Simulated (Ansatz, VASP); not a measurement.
# Cross-check of P (zigzag P chain) between VASP and Ansatz, part 2 of 2

Aim: how closely do two programs agree when they are given the same cell, functional and k mesh? Of the first pair: The structure shown is the start of the Ansatz relaxation below; VASP solves that cell, so the two are compared at the walk's first step.

VASP 6.6.1 and Ansatz 0.2.0.

So far: The starting structure; Ansatz: relaxation, PBE; VASP: single point, PBE, start cell, pair 1.

In doubt: warnings of the run leave room for a lower electronic state (steps 2, 5), so energies may not be the lowest and differences between runs may mislead.

## 4. Comparison

Known differences besides the potentials themselves: the cutoff is 420 eV in Ansatz and 400 eV in VASP. Total energies have different zeros and are not compared.

Forces (eV/Å; atoms numbered as in POSCAR):

| atom | Ansatz x, y, z | VASP x, y, z |
| --- | --- | --- |
| P1 | -2.447, 0.000, 0.000 | -2.415, 0.000, 0.000 |
| P2 | 2.447, 0.000, 0.000 | 2.415, 0.000, 0.000 |

The forces differ by 18 meV/Å r.m.s., which is 1.3 % of the r.m.s. force of 1.395 eV/Å (both taken over all components). Moments aren't recorded for both runs of this pair, so they may hold unlike magnetic states.

## 5. Ansatz: relaxation, PBE

This run makes the geometry at which the two programs are then compared. The cell compared in this pair holds 212.29 Å³, against 242.33 Å³ for the pair before.

The structure compared here is the end of the Ansatz relaxation.

input.yaml

```yaml
crystal:
  lattice:
    - [9.0, 0.0, 0.0]
    - [0.0, 7.5, 0.0]
    - [0.0, 0.0, 3.5900649126]
  atoms:
    - { symbol: P, position: [0.446975795, 0.5, 0.0], spin: 0.3 }
    - { symbol: P, position: [0.553024205, 0.5, 0.5], spin: 0.3 }
magnetization:
  spin_polarized: true
kpoints:
  mp_grid: { grid: [1, 1, 23] }
scf:
  occupations: { method: fermi_dirac, width: 0.05 }
hamiltonian:
  xc: pbe
relax:
  cell: { fix: [a, b, alpha, beta, gamma] }
  max_steps: 60
```

Command:

```console
ansatz run input.yaml --threads 4 --pin off --max-ram 8192MiB --backend cpu --events-out ev --progress --plain --runs-dir out
```

Numbers of over 12 decimals in the logs are rounded to 6 here.

What it wrote:

```text
[...]
Crystal: 2 atoms, lattice volume = 242.329 Å³
Basis set: ecut = 420 eV, 4693 PW (Γ), exchange–correlation on 128×108×48 points (8 copies of the dense FFT grid, shifted against one another)
Bands: 10, of which v1, the nominal top of the filled ones, is band 5 counted from 1 (4 counted from 0)
Symmetry: 8 space group operations
[...]
0.000000      -0.000000      -0.002784
  P = ⅓ Tr σ = 0.0005 GPa (0.005 kbar)
--- Relaxed structure (7 steps of the walk, 7 accepted, 1 SCFs on fresh bases) ---
[...]
cell:  # Å, volume = 212.2911 Å³
    - [9.0, 0.0, 0.0]
    - [0.0, 7.5, 0.0]
    - [0.0, 0.0, 3.145053]
  atoms:
    - { symbol: P, position: [0.420591, 0.500000, 0.0] }
    - { symbol: P, position: [0.579409, 0.500000, 0.500000] }
[key lines of the parts left out:]
SCF converged after 5 iterations
Magnetization: -0.0000 μB (5.0000 up, 5.0000 down)
Free energy (F): -1510.528774 eV
Fermi energy:    -3.424190 eV
```

## 6. VASP: single point, PBE, relaxed cell, pair 2

The same cell, functional, mesh and smearing now go to VASP, with its own data sets.

INCAR

```
SYSTEM = P
PREC = Accurate
ENCUT = 500
EDIFF = 1E-06
NELM = 200
ISMEAR = -1
SIGMA = 0.05
LREAL = .FALSE.
ALGO = Normal
GGA = PE
NBANDS = 12
ISPIN = 2
MAGMOM = 0 0
LORBIT = 11
LWAVE = .FALSE.
LCHARG = .FALSE.
ISIF = 2
LASPH = .TRUE.
GGA_COMPAT = .FALSE.
```

POSCAR

```
P
1.0
    9.0000000000      0.0000000000      0.0000000000
    0.0000000000      7.5000000000      0.0000000000
    0.0000000000      0.0000000000      3.1450527420
P
2
Direct
    0.4205906777      0.5000000000      0.0000000000
    0.5794093223      0.5000000000      0.5000000000
```

KPOINTS

```
Automatic mesh
0
Gamma
1 1 23
0 0 0
```

PAW data sets: P (PBE family, release 64).

Command:

```console
mpirun -np 1 vasp_std
```

What it wrote:

```text
[... set-up lines as in an earlier step ...]
 entering main loop
       N       E                     dE             d eps       ncg     rms          rms(c)
DAV:   1     0.538181848718E+02    0.53818E+02   -0.29344E+03   576   0.533E+02
DAV:   2    -0.411045832716E+01   -0.57929E+02   -0.53645E+02   880   0.954E+01
DAV:   3    -0.101112184672E+02   -0.60008E+01   -0.59808E+01   788   0.374E+01
DAV:   4    -0.102276258233E+02   -0.11641E+00   -0.11629E+00   736   0.649E+00
[...]
DAV:  15    -0.993613414803E+01   -0.10066E-04   -0.19811E-06   608   0.769E-03    0.729E-03
DAV:  16    -0.993613579008E+01   -0.16421E-05   -0.12426E-06   632   0.561E-03    0.489E-03
DAV:  17    -0.993613609696E+01   -0.30688E-06   -0.20762E-07   652   0.260E-03
   1 F= -.99361361E+01 E0= -.99356262E+01  d E =-.101986E-02  mag=     0.0000
```

OUTCAR, selected parts (step 6):

```text
  Total       -0.2295692      0.0815224     -0.0909040      0.0000000      0.0000000      0.0000000
  in kB       -1.7325769      0.6152557     -0.6860599      0.0000000      0.0000000      0.0000000
  external PRESSURE =      -0.6011270 kB  Pullay stress =       0.0000000 kB

 POSITION                                       TOTAL-FORCE (eV/Angst)
 -----------------------------------------------------------------------------------
      3.78532      3.75000      0.00000         0.098123      0.000000      0.000000
      5.21468      3.75000      1.57253        -0.098123      0.000000      0.000000
 -----------------------------------------------------------------------------------
    total drift:                               -0.000000     -0.000000     -0.000000

  FREE ENERGIE OF THE ION-ELECTRON SYSTEM (eV)
  ---------------------------------------------------
  free  energy   TOTEN  =        -9.9361360970 eV

  energy  without entropy=       -9.9351162332  energy(sigma->0) =       -9.93562617

[... 2 parts as in an earlier step ...]

[... 2 further parts left out ...]
[key lines of the parts left out:]
E-fermi :  -3.5978
```

## 7. Differences

What differs besides the data sets and the points named for the pairs above, as far as they apply: the cutoff is 420 eV in Ansatz and 500 eV in VASP; Ansatz's pressure holds a Pulay correction, VASP's none. Total energies have different zeros and are not compared.

Both answers:

| quantity | Ansatz | VASP | difference |
| --- | --- | --- | --- |
| pressure (GPa) | 0.00 | -0.06 | +0.06 |

Forces (eV/Å; atoms numbered as in POSCAR):

| atom | Ansatz x, y, z | VASP x, y, z |
| --- | --- | --- |
| P1 | 0.002, 0.000, 0.000 | 0.098, 0.000, 0.000 |
| P2 | -0.002, 0.000, 0.000 | -0.098, 0.000, 0.000 |

The forces differ by 56 meV/Å r.m.s., where the r.m.s. force is 0.001 eV/Å in Ansatz and 0.057 eV/Å in VASP: the atoms lie near their places of rest in Ansatz, so a percentage would say little (all taken over all components).

## 8. Results

```json
{
  "r.m.s. force difference (single point, PBE, start cell, pair 1)": "1.3 % of the r.m.s. force",
  "r.m.s. force difference (single point, PBE, relaxed cell, pair 2)": "56 meV/Å"
}
```

The r.m.s. force difference is 56 meV/Å (single point, PBE, relaxed cell, pair 2), beyond the 12 meV/Å picked in this series as the mark of a large difference. What causes the difference of the single point, PBE, relaxed cell, pair 2 pair stays open here. How closely two codes agree says nothing of how well the functional describes the real material.

[Lines on the potential files, build, host, timing and source positions are cut from VASP's logs without a mark.]

[Logs are printed without paths, hosts, clocks, repeated set-up lines and the standing remarks that a program may print on its own settings, such as how far it seeks lower states.]

[Hosts, paths, dates, database ids (printed as entryN), source tags and the programs' standing remarks are cut or masked in the printed files.]
